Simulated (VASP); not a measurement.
Output of a VASP run:

OSZICAR:
```
       N       E                     dE             d eps       ncg     rms          rms(c)
DAV:   1     0.582147669650E+02    0.58215E+02   -0.43790E+03   630   0.917E+02
DAV:   2     0.406016652858E+00   -0.57809E+02   -0.56846E+02   772   0.149E+02
DAV:   3    -0.185506032360E+01   -0.22611E+01   -0.22543E+01   831   0.348E+01
DAV:   4    -0.190590508081E+01   -0.50845E-01   -0.50756E-01   947   0.427E+00
DAV:   5    -0.190621435347E+01   -0.30927E-03   -0.30925E-03   905   0.253E-01    0.162E+00
DAV:   6    -0.190593603185E+01    0.27832E-03   -0.26687E-03   898   0.627E-01    0.964E-01
DAV:   7    -0.190646711311E+01   -0.53108E-03   -0.65745E-03   705   0.105E+00    0.447E-02
DAV:   8    -0.190665784220E+01   -0.19073E-03   -0.35079E-04  1060   0.130E-01    0.290E-02
DAV:   9    -0.190666470371E+01   -0.68615E-05   -0.83178E-06   804   0.321E-02    0.748E-03
DAV:  10    -0.190666630863E+01   -0.16049E-05   -0.49487E-06   807   0.170E-02    0.195E-03
DAV:  11    -0.190666627047E+01    0.38153E-07   -0.47969E-07   391   0.830E-03
   1 F= -.20648154E+01 E0= -.20642225E+01  d E =-.206482E+01
       N       E                     dE             d eps       ncg     rms          rms(c)
DAV:   1    -0.192312151791E+01   -0.16455E-01   -0.52771E-01   632   0.592E+00    0.582E-01
DAV:   2    -0.190923041791E+01    0.13891E-01   -0.25331E-02   637   0.157E+00    0.273E-01
DAV:   3    -0.190533164549E+01    0.38988E-02   -0.24197E-02   917   0.107E+00    0.896E-02
DAV:   4    -0.190536409026E+01   -0.32445E-04   -0.10235E-04   669   0.105E-01    0.808E-02
DAV:   5    -0.190562816521E+01   -0.26407E-03   -0.24257E-04   783   0.139E-01    0.194E-02
DAV:   6    -0.190562447624E+01    0.36890E-05   -0.13344E-05   755   0.271E-02    0.111E-02
DAV:   7    -0.190562429225E+01    0.18399E-06   -0.19564E-06   668   0.168E-02
   2 F= -.20663461E+01 E0= -.20657371E+01  d E =-.153074E-02
       N       E                     dE             d eps       ncg     rms          rms(c)
DAV:   1    -0.192232987342E+01   -0.16705E-01   -0.56905E-01   631   0.615E+00    0.606E-01
DAV:   2    -0.190732467995E+01    0.15005E-01   -0.27382E-02   635   0.163E+00    0.284E-01
DAV:   3    -0.190312508509E+01    0.41996E-02   -0.25958E-02   915   0.111E+00    0.933E-02
DAV:   4    -0.190316029495E+01   -0.35210E-04   -0.10998E-04   664   0.109E-01    0.841E-02
DAV:   5    -0.190344380789E+01   -0.28351E-03   -0.26422E-04   797   0.144E-01    0.207E-02
DAV:   6    -0.190343984801E+01    0.39599E-05   -0.14338E-05   731   0.283E-02    0.117E-02
DAV:   7    -0.190343977205E+01    0.75961E-07   -0.21129E-06   684   0.176E-02
   3 F= -.20668840E+01 E0= -.20662988E+01  d E =-.206856E-02
```

File OUTCAR:
```
------------------------ aborting loop because EDIFF is reached ----------------------------------------
  Edisp (eV):   -0.16344
  FORCE on cell =-STRESS in cart. coord.  units (eV):
  Direction    XX          YY          ZZ          XY          YZ          ZX
  --------------------------------------------------------------------------------------
  Total       0.00038     0.00038     0.00038     0.00000    -0.00000    -0.00000
  in kB       0.00992     0.00992     0.00992     0.00000    -0.00000    -0.00000
  external pressure =        0.01 kB  Pullay stress =        0.00 kB
  volume of cell :       61.08
      direct lattice vectors                 reciprocal lattice vectors
    -2.480872901  2.480872901  2.480872901     0.000000000  0.201541965  0.201541965
     2.480872901 -2.480872901  2.480872901     0.201541965  0.000000000  0.201541965
     2.480872901  2.480872901 -2.480872901     0.201541965  0.201541965  0.000000000
 POSITION                                       TOTAL-FORCE (eV/Angst)
 -----------------------------------------------------------------------------------
      0.00000      0.00000      0.00000        -0.000000     -0.000000     -0.000000
 -----------------------------------------------------------------------------------
    total drift:                               -0.000000     -0.000000      0.000000
  FREE ENERGIE OF THE ION-ELECTRON SYSTEM (eV)
  ---------------------------------------------------
  free  energy   TOTEN  =        -2.0668839503 eV

  energy  without entropy=       -2.0651284706  energy(sigma->0) =       -2.06629879

 reached required accuracy - stopping structural energy minimisation
```
(Selected blocks of OUTCAR.)

POSCAR:
```
Ba
1
   -2.5100000000     2.5100000000     2.5100000000
    2.5100000000    -2.5100000000     2.5100000000
    2.5100000000     2.5100000000    -2.5100000000
Ba
1
Direct
  0.0000000000   0.0000000000   0.0000000000
```

**Question.** Write an INCAR and KPOINTS that could have produced this output.

**Answer.** This is not unique; one that fits is the input of the run itself, PBE GGA with D4 dispersion, plane waves, VASP's PBE PAW potentials (set 64).

### INCAR
```
# general
SYSTEM   =  Ba
PREC     =  Accurate
ENCUT    =  520   # plane-wave cut-off (eV)
LREAL    =  .False.   # projection in real space or not
LASPH    =  .True.   # aspherical one-centre terms

# electronic loop
EDIFF    =  1E-6
NELM     =  100
ALGO     =  Normal
LMAXMIX  =  4   # l cut-off of mixed one-centre charges

# smearing
ISMEAR   =  1   # Methfessel-Paxton
SIGMA    =  0.1

# functional
GGA      =  PE   # PBE
IVDW     =  13   # D4

# ions
IBRION   =  2   # conjugate gradients
NSW      =  60
ISIF     =  3
EDIFFG   =  -0.01   # ionic stop

# output
LWAVE    =  .False.
LCHARG   =  .False.
```

### KPOINTS
```
Regular mesh
0
Gamma
 9 9 9
0 0 0
```

POTCAR, in this order: Ba_sv (PBE.64 set). Program: vasp_std.

Energy and stress use the plane-wave basis of the starting cell.

The compound is Ba in the bcc structure. This run relaxes it. Symmetry was kept, so distortions that lower it aren't found.
